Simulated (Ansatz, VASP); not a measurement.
**SbH (honeycomb Sb sheet capped with H on both sides): VASP beside Ansatz**

Aim: how closely do two programs agree when they are given the same cell, functional and k mesh? Of the first pair: The structure shown is the end of the Ansatz relaxation below.

Program: Ansatz 0.2.0. Level of theory: plane waves, with VASP 6.6.1 beside it; single point at PBE. Results are calculated unless marked as measured.

## Step 1: The structure

The cell holds 4 atoms: 2 Sb and 2 H. Its edges and angles: a = 5.282 Å, b = 5.282 Å, c = 16.550 Å, α = 90.0°, β = 90.0°, γ = 120.0°. As first built, before any earlier steps moved the atoms (in the runner's words): own sheet built from covalent radii; start for a relaxation. Vacuum lies along c.

As a file:

```cif
data_structure
_symmetry_space_group_name_H-M 'P 1'
_symmetry_Int_Tables_number 1
_cell_length_a 5.2817
_cell_length_b 5.2817
_cell_length_c 16.5500
_cell_angle_alpha 90.000
_cell_angle_beta 90.000
_cell_angle_gamma 120.000
_cell_volume 399.83
loop_
_atom_site_label
_atom_site_type_symbol
_atom_site_fract_x
_atom_site_fract_y
_atom_site_fract_z
_atom_site_occupancy
Sb1 Sb 0.33333 0.66667 0.49751 1
Sb2 Sb 0.66667 0.33333 0.50249 1
H3 H 0.33333 0.66667 0.60168 1
H4 H 0.66667 0.33333 0.39832 1
```

## Step 2: Ansatz: relaxation, PBE

Ansatz runs on its PAW soft_1 files.

This run makes the geometry at which the two programs are then compared.

File input.yaml:

```yaml
crystal:
  lattice:
    - [5.2816851663, 0.0, 0.0]
    - [-2.6408425831, 4.5740735288, 0.0]
    - [0.0, 0.0, 16.55]
  atoms:
    - { symbol: Sb, position: [0.3333333333, 0.6666666667, 0.4975065636] }
    - { symbol: Sb, position: [0.6666666667, 0.3333333333, 0.5024934364] }
    - { symbol: H, position: [0.3333333333, 0.6666666667, 0.601677372] }
    - { symbol: H, position: [0.6666666667, 0.3333333333, 0.398322628] }
kpoints:
  mp_grid: { grid: [5, 5, 1] }
scf:
  occupations: { method: fermi_dirac, width: 0.05 }
  max_iter: 100
  lower_state_search: "off"
hamiltonian:
  xc: pbe
  pseudopotentials: { kind: paw, azcp: { folder: soft_1 } }
relax:
  adjacent_minimum: "off"
  f_tol: 0.01
  max_steps: 60
  cell: { fix: [c, alpha, beta] }
```

On the command line:

```
$ ansatz run input.yaml --threads 4 --pin off --max-ram 10240MiB --backend cpu --events-out ev --progress --plain --runs-dir out
```

Numbers of over 12 decimals in the logs are rounded to 6 here.

What it wrote:

```text
Engine: ansatz 0.2.0, aarch64-unknown-linux-gnu
Pseudopotentials: kind: paw
Pseudopotential: Sb, paw, valence charge 15, recommended cutoff 420 eV (normal), soft_1/Sb.paw.azcp
Pseudopotential: H, paw, valence charge 1, recommended cutoff 420 eV (normal), soft_1/H.paw.azcp
Functional definition: PBE
  parameter kappa = 0.804
  parameter beta = 0.066725
  exchange = pbe_x(kappa = kappa, mu = beta*pi^2/3)
  correlation = pbe_c(beta = beta)
Crystal: 4 atoms, lattice volume = 399.828 Å³
Basis set: ecut = 420 eV, 7801 PW (Γ), exchange–correlation on 72×72×240 points (8 copies of the dense FFT grid, shifted against one another)
Bands: 20, of which v1, the nominal top of the filled ones, is band 16 counted from 1 (15 counted from 0)
Symmetry: 12 space group operations
Space group: P-3m1 (ITA 164), of the structure as read, at distance tolerance 7.4e-5 Å
k-points: 5 of 25
Non-local potential: Sb, projectors of the file, l = 0: 2, l = 1: 2, l = 2: 2, l = 3: 1
Non-local potential: H, projectors of the file, l = 0: 2, l = 1: 1
PAW form: soft (Blöchl's): semilocal exchange-correlation on the pseudo side does not see the compensation charge
PAW one-centre angular grid: Sb, 590 points (default); XC on 64 Gauss nodes
PAW one-centre angular grid: H, 110 points (default); XC on 64 Gauss nodes
Initial density: superposition of atomic densities (neutral atoms: chi_scale 0, normalization atom)
Initial wavefunctions: pseudopotential atomic-orbital guess
Functional: x = pbe(κ = 0.804, μ = 0.219515), c = pbe(β = 0.066725)
SCF iter   1: F=—  HF=-13000.508246 eV  |F-HF|=—  |Δ(HF+E_count)|=         —  Δρ=2.05e-2  dr2=1.60e0  ethr=3.10e-3  ⟨swp⟩=6.8  Hψ=562  notcnv=0
preconditioner: auto → Resta (q_TF=auto, 1.791 Å⁻¹)  ε∞=1.6  [insulator: Δε(μ)=1.589 eV  Ē_g=8.160 eV  σ=0.050 eV  W_gap=1.00  n_scr=50 (ndim 8)  ℏωp=6.4 eV  f_vac=0.683  D(μ)=0.00/eV (n_scr^D=0)  ε∞_Penn≈1.6  vacuum switching on, ρ_ref=4.8e-3 e/Å³]
SCF iter   2: F=—  HF=-13000.049382 eV  |F-HF|=—  |Δ(HF+E_count)|=   4.59e-1  Δρ=7.40e-3  dr2=2.21e-1  ethr=3.10e-3  ⟨swp⟩=3.0  Hψ=191  notcnv=0
SCF iter   3: F=—  HF=-12999.986996 eV  |F-HF|=—  |Δ(HF+E_count)|=   6.24e-2  Δρ=1.20e-3  dr2=6.22e-3  ethr=6.89e-4  ⟨swp⟩=3.4  Hψ=159  notcnv=0
SCF iter   4: F=—  HF=-12999.987052 eV  |F-HF|=—  |Δ(HF+E_count)|=   5.59e-5  Δρ=2.67e-4  dr2=2.00e-4  ethr=1.95e-5  ⟨swp⟩=2.2  Hψ=151  notcnv=0
SCF iter   5: F=—  HF=-12999.987152 eV  |F-HF|=—  |Δ(HF+E_count)|=   1.00e-4  Δρ=2.22e-5  dr2=3.26e-6  ethr=6.24e-7  ⟨swp⟩=3.0  Hψ=191  notcnv=0
SCF iter   6: F=—  HF=-12999.987177 eV  |F-HF|=—  |Δ(HF+E_count)|=   2.52e-5  Δρ=8.31e-6  dr2=2.59e-7  ethr=1.02e-8  ⟨swp⟩=2.0  Hψ=180  notcnv=0
SCF iter   7: F=-12999.987177 eV  HF=-12999.987177 eV  |F-HF|=1.21e-8  |Δ(HF+E_count)|=   1.34e-8  Δρ=1.61e-6  dr2=9.53e-9  ethr=3.13e-10  ⟨swp⟩=5.0  Hψ=390  notcnv=0
SCF 1 converged in 7 iterations: F = -12999.987177 eV  dr2 = 9.53e-9
  greatest PAW one-centre occupation: 0.996 electrons in one spin orbital (limit 2), on the Sb atom at site 1 (counted from 0), in its partial waves of l = 2
relax step   1: F+E_penalty+E_count = -12999.98717731 eV  Δ(F+E_penalty+E_count) = +0.000e0 eV  max|allowed force component| = 3.438e-3 eV/Å  Δτ_max = 0.0000 Å  P = -0.018 GPa  Ω = 399.828 Å³  fix = [c, alpha, beta]  reactions: c +0.001 GPa  (7 SCF iters, dr2 threshold 1.00e-7 eV, accepted)
Initial density: handed on by an earlier stage of this run
Initial wavefunctions: pseudopotential atomic-orbital guess (no wavefunctions were taken with the density)
iter 1 solved again at ethr=1.04e-6 eV; its pass at ethr=3.10e-3 eV (dr2=3.34e-4 eV) is discarded
SCF iter   1: F=—  HF=-12999.987145 eV  |F-HF|=—  |Δ(HF+E_count)|=         —  Δρ=5.59e-6  dr2=1.01e-7  ethr=1.04e-6  ⟨swp⟩=3.0  Hψ=810  notcnv=0
eigensolver tolerance schedule: the retry pair's looser diagonalisation over-reported the residual by 3297.35 of it (diagonalisation noise at an unbounded share of the residual, at the tolerance the schedule requests for it); recorded, not acted on — ethr = c·dr2/N_el stays at c = 1.0e-1
preconditioner: auto → Resta (q_TF=auto, 1.791 Å⁻¹)  ε∞=1.7  [insulator: Δε(μ)=1.560 eV  Ē_g=7.901 eV  σ=0.050 eV  W_gap=1.00  n_scr=50 (ndim 8)  ℏωp=6.4 eV  f_vac=0.713  D(μ)=0.00/eV (n_scr^D=0)  ε∞_Penn≈1.7  vacuum switching on, ρ_ref=4.5e-3 e/Å³]
SCF iter   2: F=—  HF=-12999.987177 eV  |F-HF|=—  |Δ(HF+E_count)|=   3.28e-5  Δρ=3.80e-6  dr2=5.36e-8  ethr=3.17e-10  ⟨swp⟩=3.0  Hψ=259  notcnv=0
SCF iter   3: F=—  HF=-12999.987177 eV  |F-HF|=—  |Δ(HF+E_count)|=   1.41e-8  Δρ=2.07e-6  dr2=1.51e-8  ethr=1.67e-10  ⟨swp⟩=2.0  Hψ=172  notcnv=0
SCF iter   4: F=—  HF=-12999.987177 eV  |F-HF|=—  |Δ(HF+E_count)|=   2.54e-9  Δρ=1.66e-6  dr2=9.59e-9  ethr=4.70e-11  ⟨swp⟩=2.0  Hψ=180  notcnv=0
SCF iter   5: F=—  HF=-12999.987177 eV  |F-HF|=—  |Δ(HF+E_count)|=   2.25e-9  Δρ=1.06e-6  dr2=3.91e-9  ethr=3.00e-11  ⟨swp⟩=1.0  Hψ=100  notcnv=0
SCF iter   6: F=—  HF=-12999.987177 eV  |F-HF|=—  |Δ(HF+E_count)|=   1.14e-9  Δρ=5.46e-7  dr2=9.50e-10  ethr=1.22e-11  ⟨swp⟩=2.0  Hψ=180  notcnv=0
SCF iter   7: F=—  HF=-12999.987177 eV  |F-HF|=—  |Δ(HF+E_count)|=  2.58e-10  Δρ=3.16e-7  dr2=3.19e-10  ethr=2.97e-12  ⟨swp⟩=2.0  Hψ=157  notcnv=0
SCF iter   8: F=-12999.987177 eV  HF=-12999.987177 eV  |F-HF|=1.82e-11  |Δ(HF+E_count)|=  1.15e-10  Δρ=6.28e-8  dr2=1.27e-11  ethr=1.00e-12  ⟨swp⟩=3.6  Hψ=463  notcnv=0
SCF 2 converged in 8 iterations: F = -12999.987177 eV  dr2 = 1.27e-11
relax step   2: F+E_penalty+E_count = -12999.98717731 eV  Δ(F+E_penalty+E_count) = -2.370e-9 eV  max|allowed force component| = 3.441e-3 eV/Å  Δτ_max = 0.0000 Å  P = -0.018 GPa  Ω = 399.828 Å³  fix = [c, alpha, beta]  reactions: c +0.001 GPa  stress off target by 2.72e-2 GPa on what of the cell is left free  SCF on the basis re-selected at this cell (its energy is not comparable with the rows above)  (8 SCF iters)
basis re-selected at this cell: Δ(F+E_penalty+E_count) = -2.370e-9 eV, ΔP = -0.000 GPa vs the last step (what re-selecting the basis moved, of the pressure what is left beyond the Pulay correction that the steps carried, after the strain that the cell walked since its last selection, with what the two solves' SCF thresholds leave and, on support functions, any second-order correction that the steps lacked; it is no m [...]
SCF converged after 8 iterations
Free energy (F): -12999.987177 eV
Harris-Foulkes:  -12999.987177 eV  (|F-HF|=1.82e-11)
Internal energy: -12999.987177 eV  (E = F + TS)
E sigma→0 (E₀):  -12999.987177 eV
Entropy (-TS):   -0.000000 eV (-0.000 meV/atom)
Fermi energy:    -1.519642 eV
--- Per-component energies (eV) ---
  E_band       = -700.936132
  E_kinetic    = 349.171153
  E_local      = -11598.144544  (includes V_loc(G=0)·N_el)
  E_nonlocal   = 780.834450
  E_hartree    = 5342.212084
  E_xc         = -213.197507
  E_vxc        = -201.223578  (∫ρ·V_xc dr)
  E_paw        = -9088.641069  (= ΣΔE_a)
  E_vpaw       = -715.996270  (= ΣTr[D̂ρ^β])
  E_aug_tail   = -0.001523  (compensation charges beyond the density's cutoff)
  E_ewald      = 1427.779778
  E_smearing   = -0.000000  (= −TS)
  E_closure    = 0.000000  (closes the sum)
  Σ components = -12999.987177   (vs F -12999.987177, Δ=0.00e0)
--- Forces (eV/Å), atoms counted from 1 ---
  atom   1  Sb    -0.00000000     0.00000000     0.00344070
  atom   2  Sb     0.00000000    -0.00000000    -0.00344070
  atom   3  H     -0.00000000    -0.00000000     0.00090270
  atom   4  H      0.00000000     0.00000000    -0.00090270
  max |Σ_I F_I| component: 1.08e-19 eV/Å
--- Stress (GPa, compression-positive) ---
       -0.027165      -0.000000      -0.000000
       -0.000000      -0.027165       0.000000
       -0.000000       0.000000       0.000971
  P = ⅓ Tr σ = -0.0178 GPa (-0.178 kbar)
--- Relaxed structure (1 steps of the walk, 1 accepted, 1 SCFs on fresh bases) ---
  F+E_penalty+E_count = -12999.98717731 eV   max|allowed force component| = 3.441e-3 eV/Å   (the final SCF, on the basis selected at the relaxed cell)
  cell:  # Å, volume = 399.8284 Å³
    - [5.281685, -2.886766473909106e-11, 0.0]
    - [-2.640843, 4.574074, 0.0]
    - [0.0, 0.0, 16.55]
  atoms:
    - { symbol: Sb, position: [0.333333, 0.666667, 0.497507] }
    - { symbol: Sb, position: [0.666667, 0.333333, 0.502493] }
    - { symbol: H, position: [0.333333, 0.666667, 0.601677372] }
    - { symbol: H, position: [0.666667, 0.333333, 0.398322628] }
```

Reading the cycles: dr2 is the Hartree energy of the density residual (eV), the measure of convergence; HF is the Harris–Foulkes estimate of the energy, which meets the free energy F at convergence.

## Step 3: VASP: single point, PBE, relaxed cell, pair 1

The same cell, functional, mesh and smearing now go to VASP, with its own data sets.

Lines of VASP's logs that name or quote its potential files are left out, and so is its time.

File INCAR:

```
SYSTEM = SbH
PREC = Accurate
ENCUT = 500
EDIFF = 1E-06
NELM = 120
ISMEAR = -1
SIGMA = 0.05
LREAL = .FALSE.
ALGO = Normal
GGA = PE
NBANDS = 12
LORBIT = 11
LWAVE = .FALSE.
LCHARG = .FALSE.
ISIF = 2
LASPH = .TRUE.
GGA_COMPAT = .FALSE.
EFERMI = MIDGAP
```

File POSCAR:

```
SbH
1.0
    5.2816851663      0.0000000000      0.0000000000
   -2.6408425831      4.5740735288      0.0000000000
    0.0000000000      0.0000000000     16.5500000000
Sb H
2 2
Direct
    0.3333333333      0.6666666667      0.4975065636
    0.6666666667      0.3333333333      0.5024934364
    0.3333333333      0.6666666667      0.6016773720
    0.6666666667      0.3333333333      0.3983226280
```

File KPOINTS:

```
Automatic mesh
0
Gamma
5 5 1
0 0 0
```

The projector-augmented-wave data sets are Sb and H (PBE family, release 64).

On the command line:

```
$ mpirun -np 1 vasp_std
```

What it wrote:

```text
[banner, memory and clock lines left out]
running    1 mpi-ranks, on    1 nodes
 distrk:  each k-point on    1 cores,    1 groups
 distr:  one band on    1 cores,    1 groups

 POSCAR found type information on POSCAR SbH
 POSCAR found :  2 types and       4 ions
 LDA part: xc-table for (Slater+PW92), standard interpolation
 POSCAR, INCAR and KPOINTS ok, starting setup
 FFT: planning ... GRIDC
 FFT: planning ... GRID_SOFT
 FFT: planning ... GRID
 WAVECAR not read
 entering main loop
       N       E                     dE             d eps       ncg     rms          rms(c)
DAV:   1     0.627564182357E+02    0.62756E+02   -0.28627E+03   120   0.591E+02
DAV:   2    -0.633063800914E+01   -0.69087E+02   -0.66362E+02   192   0.104E+02
DAV:   3    -0.143943744051E+02   -0.80637E+01   -0.80144E+01   152   0.436E+01
DAV:   4    -0.146377215099E+02   -0.24335E+00   -0.24309E+00   156   0.906E+00
DAV:   5    -0.146411681888E+02   -0.34467E-02   -0.34464E-02   156   0.129E+00    0.526E+00
DAV:   6    -0.142361518984E+02    0.40502E+00   -0.31068E-01   156   0.331E+00    0.289E+00
DAV:   7    -0.141140511380E+02    0.12210E+00   -0.61169E-01   168   0.416E+00    0.563E-01
DAV:   8    -0.141079359108E+02    0.61152E-02   -0.74520E-02   144   0.161E+00    0.297E-01
DAV:   9    -0.141048051256E+02    0.31308E-02   -0.10632E-02   156   0.596E-01    0.925E-02
DAV:  10    -0.141044385008E+02    0.36662E-03   -0.15257E-03   176   0.228E-01    0.635E-02
DAV:  11    -0.141040551484E+02    0.38335E-03   -0.11206E-03   128   0.190E-01    0.633E-02
DAV:  12    -0.141041313672E+02   -0.76219E-04   -0.12759E-04   144   0.735E-02    0.388E-02
DAV:  13    -0.141047053724E+02   -0.57401E-03   -0.40824E-04   120   0.102E-01    0.294E-02
DAV:  14    -0.141046743733E+02    0.30999E-04   -0.75510E-05   144   0.509E-02    0.146E-02
DAV:  15    -0.141048966107E+02   -0.22224E-03   -0.72018E-05   132   0.429E-02    0.115E-02
DAV:  16    -0.141049403551E+02   -0.43744E-04   -0.11170E-05   140   0.214E-02    0.889E-03
DAV:  17    -0.141050262409E+02   -0.85886E-04   -0.11741E-05   124   0.161E-02    0.374E-03
DAV:  18    -0.141050514571E+02   -0.25216E-04   -0.38382E-06   136   0.991E-03    0.457E-03
DAV:  19    -0.141050622203E+02   -0.10763E-04   -0.98289E-07   112   0.536E-03    0.927E-04
DAV:  20    -0.141050634440E+02   -0.12237E-05   -0.15734E-07   140   0.197E-03    0.838E-04
DAV:  21    -0.141050640542E+02   -0.61020E-06   -0.21859E-08   104   0.792E-04
   1 F= -.14105064E+02 E0= -.14105064E+02  d E =-.143935E-06
```

From OUTCAR (step 3):

```text
ion  position               nearest neighbor table
   1  0.333  0.667  0.498-   3 1.72   2 3.05   2 3.05   2 3.05
   2  0.667  0.333  0.502-   4 1.72   1 3.05   1 3.05   1 3.05
   3  0.333  0.667  0.602-   1 1.72
   4  0.667  0.333  0.398-   2 1.72

  LATTYP: Found a hexagonal cell.
 ALAT       =     5.2816851663
 C/A-ratio  =     3.1334696179

 Subroutine GETGRP returns: Found 12 space group operations
 (whereof 12 operations were pure point group operations)

The static configuration has the point symmetry D_3d.

 Found      5 irreducible k-points:

   k-points           NKPTS =      5   k-points in BZ     NKDIM =      5   number of bands    NBANDS=     12

   dimension x,y,z NGX =    40 NGY =   40 NGZ =  126
   dimension x,y,z NGXF=    80 NGYF=   80 NGZF=  252

   ENCUT  =  500.0 eV  36.75 Ry    6.06 a.u.   9.63  9.63 30.17*2*pi/ulx,y,z

   NELECT =      12.0000    total number of electrons

 k-points in reciprocal lattice and weights: Automatic mesh
   0.00000000  0.00000000  0.00000000       0.040
   0.20000000  0.00000000  0.00000000       0.240
   0.40000000  0.00000000  0.00000000       0.240
   0.20000000  0.20000000  0.00000000       0.240
   0.40000000  0.20000000  0.00000000       0.240

 average (electrostatic) potential at core
       1 -95.1334       2 -95.1334       3 -39.5157       4 -39.5157

 E-fermi :  -1.9815

 k-point     1 :       0.0000    0.0000    0.0000
  band No.  band energies     occupation
    ...
      2      -9.8829      2.00000
      3      -6.3453      2.00000
      4      -5.1597      2.00000
      5      -4.8401      2.00000
      6      -4.8401      2.00000
      7      -1.2093      0.00000
      8      -1.2093      0.00000
      9       0.1418      0.00000
     10       1.4318      0.00000
     11       1.9561      0.00000
    ...

 k-point     2 :       0.2000    0.0000    0.0000
  band No.  band energies     occupation
    ...
      2     -10.3556      2.00000
      3      -6.4776      2.00000
      4      -5.3168      2.00000
      5      -5.1113      2.00000
      6      -4.2295      2.00000
      7      -1.1467      0.00000
      8      -0.4751      0.00000
      9       0.2341      0.00000
     10       1.5983      0.00000
     11       1.9923      0.00000
    ...

 k-point     3 :       0.4000    0.0000    0.0000
  band No.  band energies     occupation
    ...
      2     -11.2585      2.00000
      3      -6.3689      2.00000
      4      -5.6582      2.00000
      5      -5.4488      2.00000
      6      -3.7956      2.00000
      7      -0.2242      0.00000
      8       0.5318      0.00000
      9       0.9717      0.00000
     10       1.3201      0.00000
     11       2.2263      0.00000
    ...

  Total       -0.0816429     -0.0816429      0.3180547     -0.0000000      0.0000000      0.0000000
  in kB       -0.3271563     -0.3271563      1.2744969     -0.0000000      0.0000000      0.0000000
  external PRESSURE =       0.2067281 kB  Pullay stress =       0.0000000 kB

  energy-cutoff  :      500.00
  volume of cell :      399.83
      direct lattice vectors                 reciprocal lattice vectors
     5.281685166  0.000000000  0.000000000     0.189333512  0.109311754  0.000000000
    -2.640842583  4.574073529  0.000000000     0.000000000  0.218623508  0.000000000
     0.000000000  0.000000000 16.550000000     0.000000000  0.000000000  0.060422961

 POSITION                                       TOTAL-FORCE (eV/Angst)
 -----------------------------------------------------------------------------------
     -0.00000      3.04938      8.23373         0.000000      0.000000     -0.110710
      2.64084      1.52469      8.31627         0.000000      0.000000      0.110710
     -0.00000      3.04938      9.95776        -0.000000      0.000000      0.101521
      2.64084      1.52469      6.59224        -0.000000      0.000000     -0.101521
 -----------------------------------------------------------------------------------
    total drift:                                0.000000     -0.000000      0.000000

  FREE ENERGIE OF THE ION-ELECTRON SYSTEM (eV)
  ---------------------------------------------------
  free  energy   TOTEN  =       -14.1050640542 eV

  energy  without entropy=      -14.1050639103  energy(sigma->0) =      -14.10506398

 total charge
# of ion       s       p       d       tot
------------------------------------------
    1        1.206   1.182   0.033   2.422
    2        1.206   1.182   0.033   2.422
    3        0.520   0.011   0.000   0.531
    4        0.520   0.011   0.000   0.531
--------------------------------------------------
tot          3.453   2.386   0.066   5.905

[... 2 further parts left out ...]
```

## Step 4: Comparison

Known differences besides the potentials themselves: the data sets hold 32 valence electrons in Ansatz (on its PAW soft_1 files) and 12 in VASP; the cutoff is 420 eV in Ansatz and 500 eV in VASP; Ansatz's pressure holds a Pulay correction, VASP's none. Total energies have different zeros and are not compared.

Compared:

| quantity | Ansatz | VASP | difference |
| --- | --- | --- | --- |
| pressure (GPa) | -0.02 | 0.02 | -0.04 |
| gap on the k mesh (eV) | 1.560 | 1.549 | +0.011 |

Forces (eV/Å; atoms numbered as in POSCAR):

| atom | Ansatz x, y, z | VASP x, y, z |
| --- | --- | --- |
| Sb1 | 0.000, 0.000, 0.003 | 0.000, 0.000, -0.111 |
| Sb2 | 0.000, 0.000, -0.003 | 0.000, 0.000, 0.111 |
| H3 | 0.000, 0.000, 0.001 | 0.000, 0.000, 0.102 |
| H4 | 0.000, 0.000, -0.001 | 0.000, 0.000, -0.102 |

The forces differ by 62 meV/Å r.m.s., where the r.m.s. force is 0.001 eV/Å in Ansatz and 0.061 eV/Å in VASP: the atoms lie near their places of rest in Ansatz, so a percentage would say little (all taken over all components). A gap on the mesh is an upper bound, since the band edges may lie between its points. With vacuum in the cell, a pressure given here is an average over mostly empty space and none of the material.

(Part 1 of 2 ends here.)

[Lines on the potential files, build, host, timing and source positions are cut from VASP's logs without a mark.]

[Logs are printed without paths, hosts, clocks, repeated set-up lines and the standing remarks that a program may print on its own settings, such as how far it seeks lower states.]

[Hosts, paths, dates, database ids (printed as entryN), source tags and the programs' standing remarks are cut or masked in the printed files.]
